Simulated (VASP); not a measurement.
TaSe2 (space group R-3m): computed properties

Calculation: LDA (Ceperley-Alder, Perdew-Zunger), VASP's LDA PAW potentials (set 64) (plane waves; VASP).

- space group: R-3m (166)
- cell: a = b = 3.3935 Å, c = 19.0054 Å, α = β = 90.00°, γ = 120.00°
- volume per atom: 21.06 Å^3/atom
- band gap (over mesh and band path): none (metal, semimetal or under 0.01 eV)
- band gap with spin-orbit coupling: none (metallic)
- density: 8.91 g/cm³

TaSe2 has the trigonal space group R-3m, hexagonal axes (No. 166), Pearson symbol hR3. Lattice parameters: a = b = 3.3935 Å, c = 19.0054 Å, α = β = 90.00°, γ = 120.00°. Ta on 3a is surrounded by 6 Se at 2.571 Å (octahedral). Se on 6c sees 3 Ta at 2.571 Å (trigonal pyramidal). (Neighbours: up to the widest gap in distance over summed covalent radii, below 1.35, at either atom; cation-cation and far metal-metal contacts left out.)
(The calculation used a cell of 3 atoms; values per cell refer to that cell.)

Unless said otherwise, spin-orbit coupling is left out, though it shifts the bands of the heavy elements here.

The structure comes from a computed database's TaSe2 entry (R-3m); how it stands against other phases isn't given here. It was relaxed first, which changed the volume by -11 %. Symmetry was kept, so distortions that lower it aren't found. The electron count is odd and the run is not spin-polarised, which forces a metal.
